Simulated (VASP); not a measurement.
OSZICAR of a VASP run on BAs (zinc blende):

File OSZICAR:
```
       N       E                     dE             d eps       ncg     rms          rms(c)
DAV:   1     0.152021374922E+02    0.15202E+02   -0.42066E+03   752   0.982E+02
DAV:   2    -0.124648299463E+02   -0.27667E+02   -0.26466E+02  1144   0.116E+02
DAV:   3    -0.128355889647E+02   -0.37076E+00   -0.37076E+00   880   0.179E+01
DAV:   4    -0.128360879224E+02   -0.49896E-03   -0.49896E-03  1176   0.692E-01
DAV:   5    -0.128360880895E+02   -0.16706E-06   -0.16708E-06   848   0.828E-03    0.494E+00
DAV:   6    -0.122834336436E+02    0.55265E+00   -0.16272E+00   768   0.654E+00    0.248E+00
DAV:   7    -0.122116908245E+02    0.71743E-01   -0.21240E-01  1064   0.273E+00    0.911E-01
DAV:   8    -0.122021976316E+02    0.94932E-02   -0.20812E-02   816   0.958E-01    0.111E-01
DAV:   9    -0.122023259804E+02   -0.12835E-03   -0.49243E-04   968   0.188E-01    0.606E-02
DAV:  10    -0.122023895942E+02   -0.63614E-04   -0.13393E-04   784   0.791E-02    0.140E-02
DAV:  11    -0.122023920869E+02   -0.24928E-05   -0.38146E-06  1160   0.173E-02    0.126E-02
DAV:  12    -0.122023917330E+02    0.35394E-06   -0.11876E-06   832   0.674E-03    0.147E-03
DAV:  13    -0.122023917490E+02   -0.16041E-07   -0.23882E-08   376   0.159E-03
   1 F= -.11866745E+02 E0= -.11866745E+02  d E =-.118667E+02
```

Question: Which electronic solver shows in the log?

Answer: It is blocked Davidson (ALGO = Normal, or the opening steps of other solvers). The INCAR had ALGO = Normal.

Question: Can the final energy be trusted as converged?

Answer: The run converged. It stopped with EDIFF = 1E-7, NELM = 100, NSW = 40 and EDIFFG = -0.01 after 1 ionic step (PBEsol GGA, plane waves, VASP's PBE PAW potentials (set 64)).

The compound is BAs in the zinc blende structure. It was relaxed first under an external pressure of 2 GPa.
